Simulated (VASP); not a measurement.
Here is the system:

```xyz
2
Lattice="1.5121 -2.5748 0.0000 1.5121 2.5748 0.0000 0.0000 0.0000 5.7200" Properties=species:S:1:pos:R:3 pbc="T T T"
Cd     1.5121     0.8583     1.4300
Cd     1.5416    -0.8583     4.2900
```

Method: optB88-vdW, VASP's PBE PAW potentials (set 64) (plane waves; VASP). Settings: 400 eV cut-off, 13×13×6 Γ-centred mesh, first-order Methfessel-Paxton smearing of 0.10 eV, potentials Cd.

Q: Predict the energy per atom (σ→0), band gap (on the k-mesh) with the smallest direct gap where there is one.

A: 
```
Quantity                                                     Value
------------------------  ----------------------------------------
band gap (on the k-mesh)  none (metal, semimetal or under 0.01 eV)
energy per atom (σ→0)                                2.517 eV/atom
```

Total energies compare only between runs with the same potentials, cut-off and functional.

The compound is Cd in the hcp structure. The cell was not relaxed at this level, atoms are displaced from their ideal sites. The run is one of a series of settings (AGGAC = 0.0, GGA = BO, LUSE_VDW = .TRUE., PARAM1 = 0.1833333333, PARAM2 = 0.22 against the base run), some of them coarse on purpose.
